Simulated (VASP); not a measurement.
# LiBe16 (a cell with a defect) in VASP: notebook, part 3 of 4

VASP 6.6.1. Earlier steps stand in the parts before.

**5. Single point, LDA**

INCAR reads:

```
PREC = Accurate
ENCUT = 520
EDIFF = 1E-6
ISMEAR = 0
SIGMA = 0.1
LREAL = Auto
LASPH = True
NELM = 60
ALGO = Normal
ISIF = 2
LWAVE = False
LCHARG = False
GGA = CA
NBANDS = 32
```

KPOINTS reads:

```
regular mesh
0
Gamma
  4 4 3
```

POSCAR reads:

```
LiBe16
1.0
   -2.2900000000     -3.9663960000      0.0000000000
    3.4350000000     -1.9831980000      0.0000000000
    0.0000000000      0.0000000000      7.1768600000
Be Li
16 1
Direct
    0.7468608807      0.5158461184      0.0002839682
    0.5036545107      0.3478925268      0.2467597250
    0.6872191385      0.4856165436      0.5004240016
    0.5037107240      0.3477614434      0.7541030479
    0.4997650139      0.0134480006      0.0002799274
    0.2497163972      0.8905227219      0.2449289801
    0.5281445599     -0.0810224040      0.5001325092
    0.2497285175      0.8902801470      0.7554845712
    0.2427072998      0.5254118534      0.0003561446
   -0.0050243398      0.3549759132      0.2470459226
    0.2782834728      0.2574425481      0.5004956206
   -0.0048803661      0.3551079946      0.7535071048
   -0.0047715044      0.0293267117      0.0002555435
    0.7572506189      0.8312302525      0.2461697734
   -0.0895650510      0.0839484813      0.5002430032
    0.7571862780      0.8312918709      0.7543055041
    0.1080958100      0.6707672212      0.5001404514
```

Potentials or basis: VASP PAW LDA potentials, release 64 (Be, Li_sv).

Run with:

```console
> cat potpaw_LDA.64/Be/POTCAR potpaw_LDA.64/Li_sv/POTCAR > POTCAR
> mpirun -np 1 vasp_std > vasp.out
```

OUTCAR:

```text
PREC = Accurate
   ENCUT = 520
   EDIFF = 1E-6
   ISMEAR = 0
   LREAL = Auto
   LASPH = True
   NELM = 60
   ISIF = 2
   GGA = CA

 ion  position               nearest neighbor table
   1  0.747  0.516  0.000-  14 2.16  16 2.16   4 2.19   2 2.19  10 2.20  12 2.20  13 2.24   9 2.27
                             5 2.28   5 2.29   9 2.31  13 2.33
   2  0.504  0.348  0.247-   3 2.08  11 2.12   6 2.15   1 2.19   5 2.21  14 2.24   9 2.25  10 2.25
                            10 2.33  14 2.36
   3  0.687  0.486  0.500-   7 1.87  15 1.89  17 2.06   2 2.08   4 2.08  11 2.08  16 2.30  14 2.30
                            12 2.36  10 2.36   7 2.36
   4  0.504  0.348  0.754-   3 2.08  11 2.12   8 2.16   1 2.19   5 2.21  16 2.24   9 2.25  12 2.25
                            12 2.33  16 2.35
   5  0.500  0.013  0.000-   6 2.15   8 2.15   4 2.21   2 2.21  14 2.24  16 2.24   9 2.27  13 2.27
                             1 2.28   1 2.29  13 2.31   9 2.35
   6  0.250  0.891  0.245-  17 2.13   5 2.15   2 2.15  13 2.18  10 2.18   7 2.23  14 2.27   9 2.28
                            14 2.34  11 2.35
   7  0.528  0.919  0.500-  11 1.76   3 1.87  15 1.87  14 2.13  16 2.13  17 2.16   6 2.23   8 2.24
                             3 2.36
   8  0.250  0.890  0.755-  17 2.13   5 2.15   4 2.16  13 2.18  12 2.18   7 2.24  16 2.27   9 2.28
                            16 2.34  11 2.34
   9  0.243  0.525  0.000-  10 2.21  12 2.21   4 2.25   2 2.25   5 2.27  13 2.27   1 2.27   6 2.28
[... 13 lines left out ...]
  16  0.757  0.831  0.754-   7 2.13   1 2.16  12 2.18  15 2.20  13 2.22   4 2.24   5 2.24   8 2.27
                             3 2.30   8 2.34  12 2.35   4 2.35
  17  0.108  0.671  0.500-  11 1.82  15 1.87   3 2.06   6 2.13   8 2.13   7 2.16  10 2.27  12 2.27
                            11 2.45

  LATTYP: Found a simple orthorhombic cell.
 ALAT       =     3.9663962620
 B/A-ratio  =     1.1547004875
 C/A-ratio  =     1.8094157835

  Lattice vectors:

 A1 = (  -3.4350000000,   1.9831980000,   0.0000000000)
 A2 = (  -2.2900000000,  -3.9663960000,   0.0000000000)
 A3 = (   0.0000000000,   0.0000000000,   7.1768600000)

Analysis of symmetry for initial positions (statically):
=====================================================================
 Subroutine PRICEL returns:
 Original cell was already a primitive cell.

 Routine SETGRP: Setting up the symmetry group for a
 simple orthorhombic supercell.

 Subroutine GETGRP returns: Found  1 space group operations
 (whereof  1 operations were pure point group operations)
 out of a pool of  8 trial point group operations.

The static configuration has the point symmetry C_1 .

Analysis of symmetry for dynamics (positions and initial velocities):
=====================================================================
 Subroutine PRICEL returns:
 Original cell was already a primitive cell.

 Routine SETGRP: Setting up the symmetry group for a
 simple orthorhombic supercell.

 Subroutine GETGRP returns: Found  1 space group operations
 (whereof  1 operations were pure point group operations)
 out of a pool of  8 trial point group operations.

The dynamic configuration has the point symmetry C_1 .

 Subroutine INISYM returns: Found  1 space group operations
 (whereof  1 operations are pure point group operations),
 and found     1 'primitive' translations

----------------------------------------------------------------------------------------

                                     Primitive cell

  volume of cell :     130.3755
[... 103 lines left out ...]
   total plane-waves  NPLWV =  58320
   dimension x,y,z NGX =    36 NGY =   30 NGZ =   54
   dimension x,y,z NGXF=    72 NGYF=   60 NGZF=  108
   ions per type =              16   1
   NGX,Y,Z   is equivalent  to a cutoff of  13.07, 12.57, 12.51 a.u.
   NGXF,Y,Z  is equivalent  to a cutoff of  26.13, 25.15, 25.02 a.u.
 SYSTEM =  unknown system
   PREC   = accura    normal or accurate (medium, high low for compatibility)
   ISTART =      0    job   : 0-new  1-cont  2-samecut
   ICHARG =      2    charge: 1-file 2-atom 10-const
   ISPIN  =      1    spin polarized calculation?
   LNONCOLLINEAR =      F non collinear calculations
   LSORBIT =      F    spin-orbit coupling
   LASPH  =      T    aspherical Exc in radial PAW
   ENCUT  =  520.0 eV  38.22 Ry    6.18 a.u.   8.52  7.37 13.34*2*pi/ulx,y,z
   NELM   =     60;   NELMIN=  2; NELMDL= -5     # of ELM steps
   EDIFF  = 0.1E-05   stopping-criterion for ELM
   LREAL  =      T    real-space projection
   EDIFFG = 0.1E-04   stopping-criterion for IOM
   NSW    =      0    number of steps for IOM
   IBRION =     -1    ionic relax: 0-MD 1-quasi-New 2-CG
   NFREE  =      0    steps in history (QN), initial steepest desc. (CG)
   ISIF   =      2    stress and relaxation
   ISYM   =      2    0-nonsym 1-usesym 2-fastsym
   POTIM  = 0.5000    time-step for ionic-motion
   TEBEG  =    0.0;   TEEND  =   0.0 temperature during run
   PSTRESS=    0.0 pullay stress
   NELECT =      35.0000    total number of electrons
   NUPDOWN=      -1.0000    fix difference up-down
   EMIN   =  10.00;   EMAX   =-10.00  energy-range for DOS
   EFERMI =   0.00;   METHOD = LEGACY
   ISMEAR =     0;   SIGMA  =   0.10  broadening in eV -4-tet -1-fermi 0-gaus
   EFERMI_NEDOS =   21; number of points for ismear=-14 and -15
   IALGO  =     38    algorithm
   IMIX   =      4    mixing-type and parameters
     AMIX     =   0.40;   BMIX     =  1.00
     AMIX_MAG =   1.60;   BMIX_MAG =  1.00
  volume/ion in A,a.u.               =       7.67        51.75
  Fermi-wavevector in a.u.,A,eV,Ry     =   1.056085  1.995711 15.174786  1.115315
  Thomas-Fermi vector in A             =   2.191307
   LORBIT       =      0    0 simple, 1 ext, 2 COOP (PROOUT), +10 PAW based schemes
   GGA     = CA    functional components
   LHFCALC =     F    Hartree Fock is set to
   AEXX    =    0.0000 exact exchange contribution
   IVDW    =     0    specifies the selected vdW correction
   LEPSILON=     F    determine dielectric tensor
   LRPA    =     F    only Hartree local field effects (RPA)
 non-spin polarized calculation
 Gauss-broadening in eV      SIGMA  =   0.10
  energy-cutoff  :      520.00
  volume of cell :      130.38
 maximum number of plane-waves:      3529
 NGX is ok and might be reduce to    36
   NGX = 17   NGY = 15   NGZ = 27

 number of electron      34.9999997 magnetization

 Free energy of the ion-electron system (eV)
  ---------------------------------------------------
  ext. energy  EPLUGINS =         0.00000000
  ---------------------------------------------------
  free energy    TOTEN  =       -65.01443471 eV

  energy without entropy =      -65.00034306  energy(sigma->0) =      -65.00738889

 E-fermi :   6.9803     XC(G=0): -10.6837

 val. band max:        6.9104025488   @ k =  -0.2500   0.2500   0.0000
 cond. band min:       6.9849177456   @ k =   0.2500   0.0000   0.0000
 fundamental gap:      0.0745151968
 Fermi energy:         6.9803199844

 k-point     1 :       0.0000    0.0000    0.0000
  band No.  band energies     occupation
      1     -38.1993      2.00000
      2      -4.1527      2.00000
      3      -2.2620      2.00000
      4      -2.0161      2.00000
      5       0.8224      2.00000
      6       0.9888      2.00000
[... 757 lines left out ...]
     28      12.9467      0.00000
     29      13.1770      0.00000

 [... further k-points ...]

 [bands above 29 left out]

------------------------ aborting loop because EDIFF is reached ----------------------------------------

  FORCE on cell =-STRESS in cart. coord.  units (eV):
  Direction    XX          YY          ZZ          XY          YZ          ZX
  --------------------------------------------------------------------------------------
  -------------------------------------------------------------------------------------
  Total       11.8222914      5.1547145     -2.7104392      0.6174294      0.0024233     -0.0034833
  in kB      145.2834751     63.3459964    -33.3084347      7.5875551      0.0297795     -0.0428063
  external PRESSURE =      58.4403456 kB  Pullay stress =       0.0000000 kB

 VOLUME and BASIS-vectors are now :
 -----------------------------------------------------------------------------
  energy-cutoff  :      520.00
  volume of cell :      130.38
      direct lattice vectors                 reciprocal lattice vectors
    -2.290000000 -3.966396000  0.000000000    -0.109170306 -0.189088533  0.000000000
     3.435000000 -1.983198000  0.000000000     0.218340611 -0.126059022  0.000000000
     0.000000000  0.000000000  7.176860000     0.000000000  0.000000000  0.139336702

 POSITION                                       TOTAL-FORCE (eV/Angst)
 -----------------------------------------------------------------------------------
      0.06162     -3.98537      0.00204        -0.012208      0.042351      0.001126
      0.04164     -2.68763      1.77096         0.038593      0.026450     -0.012648
      0.09436     -3.68886      3.59147         0.019714     -0.129460     -0.001590
      0.04106     -2.68760      5.41209         0.039009      0.026488      0.010101
     -1.09827     -2.00894      0.00201         0.031853      0.042385      0.000253
      2.48710     -2.75656      1.75782         0.006999      0.000098     -0.013817
[... 9 lines left out ...]
      1.12153     -4.65192      5.41355         0.000902     -0.006065      0.018830
      2.05655     -1.75901      3.58944         0.047716     -0.038829      0.001615
 -----------------------------------------------------------------------------------
    total drift:                               -0.003012      0.001761      0.001885

  FREE ENERGIE OF THE ION-ELECTRON SYSTEM (eV)
  ---------------------------------------------------
  free  energy   TOTEN  =       -65.0144347093 eV

  energy  without entropy=      -65.0003430628  energy(sigma->0) =      -65.00738889
```

It took 99 s on 1 thread of Intel Xeon 6975P-C (Granite Rapids), shared host; peak memory 0.22 GiB.

What came out:

| Item | Value |
| --- | --- |
| Free energy | -65.0144 eV |
| Largest force | 0.171 eV/Å |
| Band gap on the k mesh | none (metal or under the smearing width) |

Forces on the atoms (eV/Å):
```
Be  -0.012  0.042  0.001
Be   0.039  0.026 -0.013
Be   0.020 -0.129 -0.002
Be   0.039  0.026  0.010
Be   0.032  0.042  0.000
Be   0.007  0.000 -0.014
Be  -0.109  0.133  0.000
Be   0.009 -0.003  0.018
Be  -0.007 -0.046 -0.001
Be   0.033 -0.019 -0.022
Be   0.005 -0.077 -0.001
Be   0.034 -0.016  0.021
Be  -0.046 -0.013 -0.001
Be   0.001 -0.006 -0.018
Be  -0.094  0.084  0.000
Be   0.001 -0.006  0.019
Li   0.048 -0.039  0.002
```

Caveat: the k mesh is coarse (spacing up to 0.40 Å⁻¹), so the values aren't converged; the cutoff is under 1.25 times the usual one of these potentials, so pressure, stress and relaxed cells hold a basis-set (Pulay) error.

**6. Single point, LDA**

INCAR reads:

```
PREC     = Accurate       # precision mode
ENCUT    = 520            # plane-wave cutoff, eV
EDIFF    = 1E-7           # SCF threshold, eV
ISMEAR   = 0              # smearing method
SIGMA    = 0.1            # smearing width, eV
LREAL    = Auto         
LASPH    = T              # aspherical terms in the spheres
NELM     = 100            # most SCF steps
ALGO     = Fast           # electronic algorithm
ISIF     = 2              # what is computed and relaxed
LWAVE    = F              # write WAVECAR
LCHARG   = F              # write CHGCAR
GGA      = CA             # functional
NBANDS   = 32             # bands
```

KPOINTS is that of step 5.

POSCAR reads:

```
LiBe16
1.0
   -2.2900000000     -3.9663960000      0.0000000000
    3.4350000000     -1.9831980000      0.0000000000
    0.0000000000      0.0000000000      7.1768600000
Be Li
16 1
Direct
    0.7423267105      0.4922777779     -0.0086468177
    0.5009255875      0.3539806683      0.2204554638
    0.7422542041      0.5040716528      0.4715932873
    0.5037027683      0.4246915107      0.7147871075
    0.4993185473     -0.0298941854      0.0244559598
    0.2430200193      0.8630567232      0.2777484861
    0.5037729848     -0.0834113144      0.5291063223
    0.2862701296      1.0119515566      0.7861931262
    0.2406924605      0.4684924992     -0.0332329180
   -0.0025926497      0.3475903442      0.2326847674
    0.2816256404      0.3328377632      0.4583422277
   -0.0655162840      0.2860453303      0.7513862608
   -0.0020197421     -0.0139022443      0.0096259367
    0.7431559098      0.8365883649      0.2494550542
   -0.0653068965      0.0479770617      0.4861589887
    0.7388479079      0.8347833214      0.7729802448
    0.1149861778      0.6708918041      0.6252592359
```

Potentials or basis: VASP PAW LDA potentials, release 64 (Be, Li_sv).

Run with:

```console
> cat potpaw_LDA.64/Be/POTCAR potpaw_LDA.64/Li_sv/POTCAR > POTCAR
> mpirun -np 1 vasp_std > vasp.out
```

OUTCAR:

```text
PREC = Accurate
   ENCUT = 520
   EDIFF = 1E-7
   ISMEAR = 0
   LREAL = Auto
   LASPH = T
   NELM = 100
   ISIF = 2
   GGA = CA

 ion  position               nearest neighbor table
   1  0.742  0.492  0.991-   2 2.06  16 2.07  12 2.10  10 2.17   5 2.21   4 2.28  13 2.29   9 2.29
                            14 2.30   9 2.31  13 2.33   5 2.36
   2  0.501  0.354  0.220-  11 1.98   1 2.06   5 2.07   3 2.20  14 2.22   9 2.22  10 2.28  10 2.31
                             6 2.31  14 2.34   6 2.38
   3  0.742  0.504  0.472-   7 2.01  15 2.02  14 2.07   4 2.08  17 2.14  10 2.17   2 2.20  11 2.22
[... 1032 lines left out ...]
  Total        5.3621225      4.0528978      9.2979190     -1.4725226     -0.0598127      0.2241945
  in kB       65.8948220     49.8058337    114.2616038    -18.0957475     -0.7350352      2.7551131
  external PRESSURE =      76.6540865 kB  Pullay stress =       0.0000000 kB

 VOLUME and BASIS-vectors are now :
 -----------------------------------------------------------------------------
  energy-cutoff  :      520.00
  volume of cell :      130.38
      direct lattice vectors                 reciprocal lattice vectors
    -2.290000000 -3.966396000  0.000000000    -0.109170306 -0.189088533  0.000000000
     3.435000000 -1.983198000  0.000000000     0.218340611 -0.126059022  0.000000000
     0.000000000  0.000000000  7.176860000     0.000000000  0.000000000  0.139336702

 POSITION                                       TOTAL-FORCE (eV/Angst)
 -----------------------------------------------------------------------------------
     -0.00895     -3.92065      7.11480         0.003879     -0.007503      0.047618
      0.06880     -2.68888      1.58218         0.020260     -0.021878     -0.068809
      0.03172     -3.94375      3.38456        -0.030276      0.023664     -0.050931
      0.30534     -2.84013      5.12993         0.013035     -0.035045     -0.031132
      2.18887     -3.90441      0.17552         0.003436      0.026480      0.091934
      2.40808     -2.67553      1.99336        -0.012059      0.018004      0.019965
[... 9 lines left out ...]
      1.17552     -4.58610      5.54757         0.018668      0.027036      0.005883
      2.04119     -1.78659      4.48740         0.114137     -0.007280      0.035399
 -----------------------------------------------------------------------------------
    total drift:                               -0.000113     -0.001019      0.001296

  FREE ENERGIE OF THE ION-ELECTRON SYSTEM (eV)
  ---------------------------------------------------
  free  energy   TOTEN  =       -64.4265872761 eV

  energy  without entropy=      -64.4133747050  energy(sigma->0) =      -64.41998099
```

OSZICAR:

```text
N       E                     dE             d eps       ncg     rms          rms(c)
DAV:   1     0.553396826920E+02    0.55340E+02   -0.13845E+04  1664   0.967E+02
DAV:   2    -0.572446541120E+02   -0.11258E+03   -0.10615E+03  2040   0.179E+02
DAV:   3    -0.653727725843E+02   -0.81281E+01   -0.79508E+01  2752   0.368E+01
[... 12 lines left out ...]
RMM:  16    -0.644265864239E+02   -0.10584E-05   -0.10621E-05  2892   0.996E-03    0.499E-04
RMM:  17    -0.644265869025E+02   -0.47856E-06   -0.45578E-06  2493   0.626E-03    0.384E-04
RMM:  18    -0.644265871240E+02   -0.22151E-06   -0.22062E-06  2319   0.443E-03    0.108E-04
RMM:  19    -0.644265872259E+02   -0.10194E-06   -0.10947E-06  2090   0.338E-03    0.667E-05
RMM:  20    -0.644265872761E+02   -0.50163E-07   -0.61279E-07  1948   0.286E-03
   1 F= -.64426587E+02 E0= -.64419981E+02  d E =-.132126E-01
```

Run time: 2.4 min. Hardware: 1 thread of Intel Xeon 6975P-C (Granite Rapids), shared host; peak memory 0.21 GiB.

Results:

```yaml
Free_energy: -64.4266 eV
Largest_force: 0.186 eV/Å
Band_gap_on_the_k_mesh: none (metal or under the smearing width)
```

Forces in eV/Å, atoms in the order of the input:
```
Be   0.004 -0.008  0.048
Be   0.020 -0.022 -0.069
Be  -0.030  0.024 -0.051
Be   0.013 -0.035 -0.031
Be   0.003  0.026  0.092
Be  -0.012  0.018  0.020
Be  -0.006  0.007  0.010
Be  -0.027  0.059  0.040
Be  -0.037 -0.026 -0.062
Be  -0.023  0.023 -0.039
Be   0.099  0.003  0.005
Be  -0.015 -0.106 -0.059
Be   0.024  0.034 -0.023
Be   0.022  0.016  0.005
Be  -0.168 -0.034  0.072
Be   0.019  0.027  0.006
Li   0.114 -0.007  0.035
```

Caveat: the k mesh is coarse (spacing up to 0.40 Å⁻¹), so the values aren't converged; the cutoff is under 1.25 times the usual one of these potentials, so pressure, stress and relaxed cells hold a basis-set (Pulay) error.

[end of part 3 of 4]
